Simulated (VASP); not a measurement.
## HfIn4SiO6: band structure with PBE

Crystal: HfIn4SiO6.

```
Hf In Si O
1.0
     2.40937   -8.11725   -0.00378
     2.40937    8.11725   -0.00378
    -0.98711    0.00000    4.72083
Hf In Si O
1 4 1 6
Direct
  0.00000 0.00000 0.00000
  0.66343 0.33657 0.00000
  0.16219 0.83781 0.50000
  0.33657 0.66343 0.00000
  0.83781 0.16219 0.50000
  0.50000 0.50000 0.50000
  0.73098 0.73098 0.26991
  0.26902 0.26902 0.73009
  0.19523 0.35620 0.27540
  0.64380 0.80477 0.72460
  0.80477 0.64380 0.72460
  0.35620 0.19523 0.27540
```

The cell was built by a generator and needn't be a form met in nature.

```
Program                : VASP 6.6.1
Task                   : band structure
Functional             : PBE
Potentials or basis    : VASP PAW PBE potentials, release 64 (Hf_pv, In_d, Si, O)
Cutoff                 : 520 eV
k mesh                 : 6 × 6 × 6
Occupations            : fermi-dirac, width 0.05 eV
Spin                   : no spin polarisation
Further INCAR settings : ALGO = Normal; EDIFF = 1e-06
```

```yaml
Pressure: 0.1 GPa
Largest_force: 0.007 eV/Å
Band_gap_along_the_path: none (metal or under the smearing width)
```

Forces on the atoms (eV/Å):
```
Hf   0.000  0.000  0.000
In   0.000 -0.005  0.000
In   0.000 -0.005  0.000
In   0.000  0.005  0.000
In   0.000  0.005  0.000
Si   0.000  0.000  0.000
O    0.003  0.000 -0.002
O   -0.003  0.000  0.002
O    0.002  0.006  0.003
O   -0.002  0.006 -0.003
O   -0.002 -0.006 -0.003
O    0.002 -0.006  0.003
```

Levels at the corners of the path, in eV from the Fermi level:
```csv
point,band 47,band 48,band 49,band 50,band 51,band 52,band 53,band 54,band 55,band 56
Γ,-2.38,-1.48,-0.74,-0.41,0.15,0.45,0.48,0.91,2.95,4.23
Y,-2.31,-2.15,-2.07,-1.36,-0.91,2.51,2.81,2.90,3.27,3.29
Y,-2.31,-2.15,-2.07,-1.36,-0.91,2.51,2.81,2.90,3.27,3.29
F,-2.51,-2.10,-1.91,-1.66,-0.43,0.03,1.44,1.90,2.69,3.08
F,-2.51,-2.10,-1.91,-1.66,-0.43,0.03,1.44,1.90,2.69,3.08
H,-2.26,-2.18,-2.05,-1.64,-0.55,0.17,1.13,1.65,2.08,3.28
H,-2.26,-2.18,-2.05,-1.64,-0.55,0.17,1.13,1.65,2.08,3.28
Z,-2.29,-2.16,-1.97,-0.95,-0.92,2.37,2.75,2.76,3.00,3.45
Z,-2.29,-2.16,-1.97,-0.95,-0.92,2.37,2.75,2.76,3.00,3.45
I,-2.38,-2.27,-2.12,-1.44,-1.11,2.35,2.95,3.09,3.41,3.51
I,-2.38,-2.27,-2.12,-1.44,-1.11,2.35,2.95,3.09,3.41,3.51
F1,-2.51,-2.10,-1.91,-1.66,-0.43,0.03,1.44,1.90,2.69,3.08
H1,-2.26,-2.18,-2.05,-1.64,-0.55,0.17,1.13,1.65,2.08,3.28
Y1,-2.31,-2.15,-2.07,-1.36,-0.91,2.51,2.81,2.90,3.27,3.29
Y1,-2.31,-2.15,-2.07,-1.36,-0.91,2.51,2.81,2.90,3.27,3.29
X,-2.67,-2.38,-1.48,-0.41,0.15,0.46,0.47,2.38,2.71,4.21
X,-2.67,-2.38,-1.48,-0.41,0.15,0.46,0.47,2.38,2.71,4.21
Γ,-2.38,-1.48,-0.74,-0.41,0.15,0.45,0.48,0.91,2.95,4.23
Γ,-2.38,-1.48,-0.74,-0.41,0.15,0.45,0.48,0.91,2.95,4.23
N,-2.34,-2.15,-2.06,-1.14,-1.04,2.44,2.86,2.98,3.07,3.29
M,-2.35,-2.20,-1.62,-1.54,-1.53,0.62,0.83,1.51,1.89,2.90
Γ,-2.38,-1.48,-0.74,-0.41,0.15,0.45,0.48,0.91,2.95,4.23
```

Wall time 15 min on 4 MPI ranks on Intel(R) Xeon(R) Platinum 8488C (Sapphire Rapids), with other jobs on the host, peak memory 1.1 GiB a rank.

Caveat: spin-orbit coupling is left out, which moves the levels of the heavy elements.
